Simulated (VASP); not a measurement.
Given:

```xyz
4
Lattice="4.6506 0.0000 0.0000 0.0000 4.6506 0.0000 0.0000 0.0000 4.6506" Properties=species:S:1:pos:R:3 pbc="T T T"
Tl     0.0000     2.3253     2.3253
Tl     2.3253     0.0000     2.3253
Tl     2.3253     2.3253     0.0000
Au     0.0000     0.0000     0.0000
```

The numbers are results of PBEsol GGA, VASP's PBE PAW potentials (set 64) (plane waves; VASP), not measurements. Numerical set-up: 400 eV cut-off, Gaussian smearing of 0.050 eV, potentials Tl_d Au.

Problem. Give the energies of bands 16 to 29 at the high-symmetry points, in eV from the Fermi level.

Solution. 
```csv
band,Γ,X,M,R
16,-10.31,-8.63,-7.33,-5.97
17,-4.60,-7.96,-6.44,-5.97
18,-4.60,-4.07,-6.44,-5.97
19,-3.60,-4.07,-4.92,-3.54
20,-3.60,-4.04,-3.97,-3.54
21,-3.60,-3.62,-3.97,-3.51
22,-2.09,-3.61,-3.63,-2.70
23,-2.09,-3.05,-3.24,-2.70
24,-1.62,-0.70,-3.02,-2.70
25,-1.62,1.04,1.40,-2.60
26,-1.62,1.04,2.29,-2.60
27,-0.17,1.48,2.29,-2.60
28,4.66,1.48,2.73,-1.79
29,4.66,2.90,3.60,9.13
```

It has no gap at this level: it comes out as a metal or semimetal.

The structure comes from a computed database's Tl3Au entry (Pm-3m); how it stands against other phases isn't given here. It was relaxed first, which changed the volume by -5 %.
